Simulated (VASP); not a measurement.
Input:

```xyz
5
Lattice="3.9897 0.0000 0.0000 0.0000 3.9897 0.0000 0.0000 0.0000 4.1420" Properties=species:S:1:pos:R:3 pbc="T T T"
Ba     0.0000     0.0000     0.0248
Ti     1.9949     1.9949     2.1741
O      1.9949     1.9949     4.0041
O      0.0000     1.9949     2.0015
O      1.9949     0.0000     2.0015
```

Level of theory: PBE GGA with D3 dispersion (zero damping), VASP's PBE PAW potentials (set 64) (plane waves; VASP). Run with 520 eV cut-off, Gaussian smearing of 0.050 eV, potentials Ba_sv Ti_sv O.

Unless said otherwise, spin-orbit coupling is left out, though it shifts the bands of the heavy elements here.

Q: Give the energies of bands 12 to 23 at the high-symmetry points, in eV from the valence-band maximum.

A: 
```tsv
band	Γ	X	M	Z	R	A
12	-2.52	-4.05	-4.38	-4.03	-4.28	-4.49
13	-2.42	-2.88	-4.11	-2.83	-4.12	-3.83
14	-2.42	-2.87	-3.84	-2.83	-3.79	-3.78
15	-1.58	-2.56	-2.91	-2.10	-2.96	-2.66
16	-1.58	-1.98	-2.91	-2.10	-2.64	-2.58
17	-1.27	-1.94	-1.96	-2.04	-1.82	-2.58
18	-0.74	-1.71	-1.12	-1.99	-1.10	-0.35
19	-0.51	-1.40	-1.12	-0.73	-1.04	-0.35
20	-0.51	-1.19	-0.07	-0.73	-0.42	0.00
21	1.78	2.39	3.56	1.91	3.46	4.01
22	2.29	3.44	3.56	3.45	3.48	4.01
23	2.29	3.53	3.90	3.45	3.77	4.09
```

The gap is indirect, 1.78 eV, from the valence maximum at A to the conduction minimum at Γ.

The compound is BaTiO3 in the tetragonal perovskite structure. It was relaxed first.
